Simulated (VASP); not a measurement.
Data:

```
O2Si
1.0
    4.20093     0.00000     0.00000
    0.00000     4.20093     0.00000
    0.00000     0.00000     2.68674
Si O
2 4
Direct
  0.00000   0.00000   0.00000
  0.50000   0.50000   0.50000
  0.30606   0.30606   0.00000
  0.80606   0.19394   0.50000
  0.19394   0.80606   0.50000
  0.69394   0.69394   0.00000
```

Calculation: PBE GGA with D4 dispersion, VASP's PBE PAW potentials (set 64) (plane waves; VASP 6.6.1). Run with 520 eV cut-off, 6×6×9 Γ-centred mesh, tetrahedra with Blöchl corrections, potentials Si O.

Problem. What does the run give for the energy per atom (σ→0), band gap (on the k-mesh) with the smallest direct gap where there is one?

Solution. 
| Quantity | Value |
|---|---|
| band gap (on the k-mesh) | 5.28 eV |
| smallest direct gap (on the k-mesh) | 5.28 eV |
| energy per atom (σ→0) | -7.984 eV/atom |

Total energies compare only between runs with the same potentials, cut-off and functional.

The compound is SiO2 in the rutile structure, stishovite, a high-pressure form. It was relaxed first.
